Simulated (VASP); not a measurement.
# SbAs2 (Fd-3m) in VASP: further runs, part 2 of 2

VASP 6.6.1. The steps go on from the part before.

### 3 Relaxation of cell and atoms, LDA

Input file INCAR:

```
SYSTEM = SbAs2
PREC = Accurate
ENCUT = 600
EDIFF = 1E-6
ISMEAR = 0
SIGMA = 0.05
LREAL = .FALSE.
LASPH = .TRUE.
NELM = 80
ALGO = Normal
ISIF = 3
LWAVE = .FALSE.
LCHARG = .FALSE.
GGA = CA
IBRION = 2
NSW = 60
EDIFFG = -0.02
```

Input file KPOINTS:

```
regular mesh
0
G
  6 6 6
  0 0 0
```

Input file POSCAR:

```
SbAs2
1.0
    0.0000000000      4.0494700000      4.0494700000
    4.0494700000      0.0000000000      4.0494700000
    4.0494700000      4.0494700000      0.0000000000
Sb As
2 4
Direct
    0.7500000000      0.7500000000      0.7500000000
    0.5000000000      0.5000000000      0.5000000000
    0.1250000000      0.1250000000      0.1250000000
    0.6250000000      0.1250000000      0.1250000000
    0.1250000000      0.1250000000      0.6250000000
    0.1250000000      0.6250000000      0.1250000000
```

Potentials or basis: VASP PAW LDA potentials, release 64 (Sb, As).

The run is started by

```console
cat potpaw_LDA.64/Sb/POTCAR potpaw_LDA.64/As/POTCAR > POTCAR
mpirun -np 1 vasp_std > vasp.out
```

Run time: 3.6 min. Hardware: 1 thread of AMD EPYC, shared host; peak memory 0.25 GiB.

The run converged. Its results:

```yaml
Free_energy: -28.4275 eV
Relaxed_volume: 20.86 Å³/atom
Relaxed_cell: a = 5.614 Å, b = 5.614 Å, c = 5.614 Å, α = 60.00°, β = 60.00°, γ = 60.00°
Space_group_after_relaxing_to_0.05_Å: Fd-3m (No. 227)
Energy_gained_by_relaxing: 18.4 meV/atom
Ionic_steps: 3
Pressure_after_relaxing: 0.0 GPa
Band_gap_on_the_k_mesh: none (metal or under the smearing width)
```

The path:
| step | energy change (eV) | largest force (eV/Å) | pressure (GPa) | volume (Å³) |
| --- | --- | --- | --- | --- |
| 1 | 0.0000 | 0.0000 | -4.39 | 132.81 |
| 2 | -0.0815 | 0.0000 | 2.63 | 121.50 |
| 3 | -0.1105 | 0.0000 | -0.01 | 125.14 |

Final structure:
```
Sb As
1.0
     0.00000    3.97001    3.97001
     3.97001    0.00000    3.97001
     3.97001    3.97001    0.00000
Sb As
2 4
Direct
  0.75000 0.75000 0.75000
  0.50000 0.50000 0.50000
  0.12500 0.12500 0.12500
  0.62500 0.12500 0.12500
  0.12500 0.12500 0.62500
  0.12500 0.62500 0.12500
```

Levels at points of the mesh, in eV from the Fermi level:
| k point | band 13 | band 14 | band 15 | band 16 | band 17 | band 18 |
| --- | --- | --- | --- | --- | --- | --- |
| (0.00, 0.00, 0.00) | -2.80 | -2.80 | -2.80 | 2.45 | 2.45 | 2.45 |
| (0.50, 0.00, 0.00) | -1.82 | -1.82 | -0.26 | 0.04 | 1.23 | 1.23 |
| (0.50, 0.50, 0.00) | -1.22 | -1.22 | -0.88 | -0.88 | 0.50 | 0.50 |

The run has no spin-orbit coupling, so splittings on Sb are missing.

### 4 Relaxation of the atoms, RPBE+D3, spin-orbit coupling, no magnetisation

Input file run.py:

```python
from ase.calculators.vasp import Vasp
from ase.io import read

atoms = read('SbAs2.cif')
calc = Vasp(
    directory='calc',
    xc='rpbe',
    pp='PBE',
    setups='recommended',
    prec='Accurate',
    encut=520,
    ediff=1e-06,
    ismear=0,
    sigma=0.05,
    lreal=False,
    lasph=True,
    nelm=80,
    algo='Normal',
    isif=2,
    lwave=False,
    lcharg=False,
    lnoncollinear=True,
    lorbit=11,
    lsorbit=True,
    gga_compat=False,
    ivdw=11,
    ibrion=2,
    nsw=60,
    ediffg=-0.01,
    kpts=[4, 4, 4],
    gamma=True,
)
atoms.calc = calc

print('energy (eV):', atoms.get_potential_energy())
print('free energy (eV):', atoms.get_potential_energy(force_consistent=True))
print('forces (eV/A):')
print(atoms.get_forces())
print('stress (eV/A^3, Voigt):', atoms.get_stress())
print('Fermi level (eV):', calc.get_fermi_level())
print('cell (A, degrees):', atoms.cell.cellpar())
print('volume (A^3):', atoms.get_volume())
print('scaled positions:')
print(atoms.get_scaled_positions())
```

Input file SbAs2.cif:

```cif
data_SbAs2
_cell_length_a 5.72681539
_cell_length_b 5.72681539
_cell_length_c 5.72681539
_cell_angle_alpha 60.00000000
_cell_angle_beta 60.00000000
_cell_angle_gamma 60.00000000
_space_group_name_H-M_alt 'P1'
_space_group_name_Hall 'P 1'
_space_group_IT_number 1
loop_
_space_group_symop_operation_xyz
'x,y,z'
loop_
_atom_site_label
_atom_site_type_symbol
_atom_site_symmetry_multiplicity
_atom_site_Wyckoff_symbol
_atom_site_fract_x
_atom_site_fract_y
_atom_site_fract_z
_atom_site_occupancy
Sb1 Sb 1 a 0.7500000000 0.7500000000 0.7500000000 1
Sb2 Sb 1 a 0.5000000000 0.5000000000 0.5000000000 1
As1 As 1 a 0.1250000000 0.1250000000 0.1250000000 1
As2 As 1 a 0.6250000000 0.1250000000 0.1250000000 1
As3 As 1 a 0.1250000000 0.1250000000 0.6250000000 1
As4 As 1 a 0.1250000000 0.6250000000 0.1250000000 1
```

Potentials or basis: VASP PAW PBE potentials, release 64 (Sb, As).

The run is started by

```console
python run.py
```

The program printed:

```text
energy (eV): -24.30262908
free energy (eV): -24.30473918
forces (eV/A):
[[ 1.36e-06  6.50e-07 -1.30e-07]
 [-1.36e-06 -6.50e-07  1.30e-07]
 [ 0.00e+00 -0.00e+00  0.00e+00]
 [-0.00e+00 -0.00e+00  0.00e+00]
 [-0.00e+00 -0.00e+00  0.00e+00]
 [ 0.00e+00 -0.00e+00  0.00e+00]]
stress (eV/A^3, Voigt): [-1.67000898e-03 -1.67004361e-03 -1.67001810e-03 -1.75136746e-08
 -3.14509645e-08 -5.22913635e-08]
Fermi level (eV): 7.46546989
cell (A, degrees): [ 5.72681539  5.72681539  5.72681539 60.         60.         60.        ]
volume (A^3): 132.80809656785812
scaled positions:
[[0.75  0.75  0.75 ]
 [0.5   0.5   0.5  ]
 [0.125 0.125 0.125]
 [0.625 0.125 0.125]
 [0.125 0.125 0.625]
 [0.125 0.625 0.125]]
```

OUTCAR:

```text
ENCUT = 520.000000
   EDIFF = 1.00e-06
   EDIFFG = -1.00e-02
   GGA = RP
   PREC = Accurate
   IBRION = 2
   ISIF = 2
   ISMEAR = 0
[... 1518 lines left out ...]
    4       -0.000  -0.000   0.000  -0.000
    5       -0.000  -0.000   0.000  -0.000
    6       -0.000  -0.000   0.000  -0.000
--------------------------------------------------
tot          0.000   0.000   0.000   0.000

 magnetization (z)

# of ion       s       p       d       tot
------------------------------------------
    1        0.000   0.000   0.000   0.000
    2        0.000   0.000   0.000   0.000
    3       -0.000  -0.000   0.000  -0.000
    4       -0.000  -0.000   0.000  -0.000
    5       -0.000  -0.000   0.000  -0.000
    6       -0.000  -0.000   0.000  -0.000
--------------------------------------------------
tot          0.000   0.000   0.000   0.000
```

INCAR:

```text
ENCUT = 520.000000
SIGMA = 0.050000
EDIFF = 1.00e-06
EDIFFG = -1.00e-02
ALGO = Normal
GGA = RP
PREC = Accurate
IBRION = 2
ISIF = 2
ISMEAR = 0
LORBIT = 11
NELM = 80
NSW = 60
IVDW = 11
LASPH = .TRUE.
LCHARG = .FALSE.
LWAVE = .FALSE.
LSORBIT = .TRUE.
LNONCOLLINEAR = .TRUE.
GGA_COMPAT = .FALSE.
LREAL = .FALSE.
```

Run time: 21 min. Hardware: 1 thread of AMD EPYC, shared host; peak memory 0.83 GiB.

Results:

| Quantity | Value |
| --- | --- |
| Free energy | -24.3047 eV |
| Pressure after relaxing | 0.3 GPa |
| Valence electrons inside the program's atomic spheres | Sb 2.28; As 2.62 |
| Dispersion energy per atom | -0.360 eV |

Final structure:
```
CELL_PARAMETERS angstrom
5.72682 0.00000 0.00000
2.86341 4.95957 0.00000
2.86341 1.65319 4.67593
ATOMIC_POSITIONS crystal
Sb 0.75000 0.75000 0.75000
Sb 0.50000 0.50000 0.50000
As 0.12500 0.12500 0.12500
As 0.62500 0.12500 0.12500
As 0.12500 0.12500 0.62500
As 0.12500 0.62500 0.12500
```

Caveat: the relaxation stopped at its first step, so nothing moved; the PAW data sets were made with another functional, which shifts forces and pressure a little.

### 5 For comparison

An earlier run on the cell as given: functional PBE; potentials or basis VASP PAW PBE potentials, release 64 (Sb, As); cutoff 520 eV; k mesh 6 × 6 × 6; occupations fermi-dirac, width 0.05 eV; no spin polarisation.

* Pressure: 0.2 GPa
* Band gap on the k mesh: none (metal or under the smearing width)

### 6 Summary

```tsv
task	level	potentials or basis	spin	cell	k mesh	cutoff (eV)	smearing	optimiser	gap on the mesh (eV)	pressure (GPa)	relaxed volume (Å³/atom)
relaxation of cell and atoms	PBE	VASP PAW PBE potentials, release 64 (Sb, As)	off	relaxed	6 × 6 × 6	600	gaussian 0.05 eV	-	none	0.0	22.19
relaxation of cell and atoms	LDA	VASP PAW LDA potentials, release 64 (Sb, As)	off	relaxed	6 × 6 × 6	600	gaussian 0.05 eV	-	none	0.0	20.86
relaxation of the atoms	RPBE+D3	VASP PAW PBE potentials, release 64 (Sb, As)	SOC, no magnetisation	atoms relaxed	4 × 4 × 4	520	gaussian 0.05 eV	vasp	-	0.3	-
single point	PBE	VASP PAW PBE potentials, release 64 (Sb, As)	off	as given	6 × 6 × 6	520	fermi-dirac 0.05 eV	-	none	0.2	-
```

Caveats: the relaxation stopped at its first step, so nothing moved (some runs); the PAW data sets were made with another functional, which shifts forces and pressure a little (some runs).

Absolute energies hang on the potentials; compare differences alone.
